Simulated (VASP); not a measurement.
Output of a VASP run:

OSZICAR:
```
       N       E                     dE             d eps       ncg     rms          rms(c)
DAV:   1     0.161640571263E+03    0.16164E+03   -0.15532E+04  2070   0.431E+03
DAV:   2     0.112969397366E+02   -0.15034E+03   -0.14783E+03  2024   0.542E+02
DAV:   3    -0.843094805752E+01   -0.19728E+02   -0.19554E+02  2192   0.145E+02
DAV:   4    -0.903971648081E+01   -0.60877E+00   -0.60736E+00  2286   0.294E+01
DAV:   5    -0.905023334921E+01   -0.10517E-01   -0.10486E-01  2258   0.398E+00    0.339E+00
DAV:   6    -0.898564247134E+01    0.64591E-01   -0.25917E-02  2164   0.156E+00    0.203E+00
DAV:   7    -0.894752995074E+01    0.38113E-01   -0.65766E-02  2154   0.240E+00    0.163E-01
DAV:   8    -0.894930261585E+01   -0.17727E-02   -0.67728E-03  2298   0.118E+00    0.690E-02
DAV:   9    -0.894931201247E+01   -0.93966E-05   -0.21267E-04  2578   0.267E-01    0.182E-02
DAV:  10    -0.894932483007E+01   -0.12818E-04   -0.84103E-05  2548   0.171E-01    0.866E-03
DAV:  11    -0.894932537427E+01   -0.54420E-06   -0.11617E-05  2516   0.655E-02    0.133E-03
DAV:  12    -0.894932553049E+01   -0.15622E-06   -0.37896E-07  2178   0.932E-03    0.321E-04
DAV:  13    -0.894932545433E+01    0.76163E-07   -0.33311E-08  1220   0.275E-03
   1 F= -.95689400E+01 E0= -.95689563E+01  d E =0.487035E-04
```

File OUTCAR:
```
------------------------ aborting loop because EDIFF is reached ----------------------------------------
 Edisp (eV)   -0.61961
  FORCE on cell =-STRESS in cart. coord.  units (eV):
  Direction    XX          YY          ZZ          XY          YZ          ZX
  --------------------------------------------------------------------------------------
  Total       1.25008     1.25008     1.25008     0.00000     0.00000     0.00000
  in kB      46.06351    46.06351    46.06351     0.00000     0.00000     0.00000
  external pressure =       46.06 kB  Pullay stress =        0.00 kB
  volume of cell :       43.48
      direct lattice vectors                 reciprocal lattice vectors
     0.000000000  2.790960110  2.790960110    -0.179149820  0.179149820  0.179149820
     2.790960110  0.000000000  2.790960110     0.179149820 -0.179149820  0.179149820
     2.790960110  2.790960110  0.000000000     0.179149820  0.179149820 -0.179149820
 POSITION                                       TOTAL-FORCE (eV/Angst)
 -----------------------------------------------------------------------------------
      0.00000      0.00000      0.00000         0.000000      0.000000      0.000000
      1.39548      1.39548      1.39548        -0.000000     -0.000000     -0.000000
 -----------------------------------------------------------------------------------
    total drift:                                0.000000     -0.000000      0.000000
  FREE ENERGIE OF THE ION-ELECTRON SYSTEM (eV)
  ---------------------------------------------------
  free  energy   TOTEN  =        -9.5689400365 eV

  energy  without entropy=       -9.5689887400  energy(sigma->0) =       -9.56895627
```
(Selected blocks of OUTCAR.)

POSCAR:
```
Ge
1
    0.0000000000     2.7909601102     2.7909601102
    2.7909601102     0.0000000000     2.7909601102
    2.7909601102     2.7909601102     0.0000000000
Ge
2
Direct
  0.0000000000   0.0000000000   0.0000000000
  0.2500000000   0.2500000000   0.2500000000
```

**Question.** Reconstruct the remaining input files.

**Answer.** Several could match; the one computed here: the input of the run itself, PBE GGA with D3 dispersion (Becke-Johnson damping), plane waves, VASP's PBE PAW potentials (set 64).

### KPOINTS
```
Automatic mesh
0
Gamma
11 11 11
0 0 0
```

**INCAR**
```
ALGO = Normal
EDIFF = 1E-7
ENCUT = 520
GGA = PE
ISIF = 2
ISMEAR = 1
IVDW = 12
LASPH = .TRUE.
LCHARG = .FALSE.
LMAXMIX = 4
LREAL = .FALSE.
LWAVE = .FALSE.
NELM = 100
PREC = Accurate
SIGMA = 0.1
SYSTEM = Ge
```

POTCAR, in this order: Ge_d (PBE.64 set). Program: vasp_std.

The compound is Ge in the diamond structure. This cell is one point of a volume scan, at 0.94 of the reference volume.
